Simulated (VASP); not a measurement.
Input:

```
K2S
1.0
    0.00000     3.68512     3.68512
    3.68512     0.00000     3.68512
    3.68512     3.68512     0.00000
K S
2 1
Direct
  0.25000   0.25000   0.25000
  0.75000   0.75000   0.75000
  0.00000   0.00000   0.00000
```

Method: rev-vdW-DF2, VASP's PBE PAW potentials (set 64) (plane waves; VASP). Run with 520 eV cut-off, Gaussian smearing of 0.050 eV, potentials K_sv S.

### Question
Give the energies of bands 10 to 15 at the high-symmetry points, in eV from the valence-band maximum.

### Answer

```
band      Γ      X      U      L      W
----  -----  -----  -----  -----  -----
10    -0.21  -0.78  -0.57  -0.65  -0.40
11    -0.21   0.00  -0.22  -0.07  -0.40
12    -0.21   0.00  -0.02  -0.07  -0.02
13     2.21   3.29   3.52   4.52   3.50
14     5.40   5.25   5.40   4.95   5.71
15     5.40   6.53   6.24   5.71   5.71
```

The gap is indirect, 2.21 eV, from the valence maximum at X to the conduction minimum at Γ.

The compound is K2S in the antifluorite structure. It was relaxed first.
